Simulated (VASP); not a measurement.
## AlGaP₂ (space group P-4m2): computed properties

The numbers are results of PBEsol GGA, VASP's PBE PAW potentials (set 64) (plane waves; VASP), not measurements.

```yaml
space_group: P-4m2 (115)
cell: a = b = 3.8649 Å, c = 5.4294 Å, α = β = γ = 90.00°
volume_per_atom: 20.28 Å³/atom
band gap (over mesh and band path): 1.48 eV
smallest direct gap (over mesh and band path): 1.53 eV
band_edge_character_without_spin_orbit_coupling: indirect, Γ to Γ-Z at 0.22
band_gap_with_spin_orbit_coupling: 1.46 eV
density: 3.25 g/cm³
```

```
AlGaP2
1.0
    3.86494     0.00000     0.00000
    0.00000     3.86494     0.00000
    0.00000     0.00000     5.42938
Al Ga P
1 1 2
Direct
  0.50000   0.50000   0.50000
  0.00000   0.00000   0.00000
  0.00000   0.50000   0.24982
  0.50000   0.00000   0.75018
```

The path is coarsely sampled, so an indirect gap can come out somewhat too large.

The structure comes from a computed database's AlGaP2 entry (P-4m2); how it stands against other phases isn't given here. It was relaxed first. Symmetry was kept, so distortions that lower it aren't found.
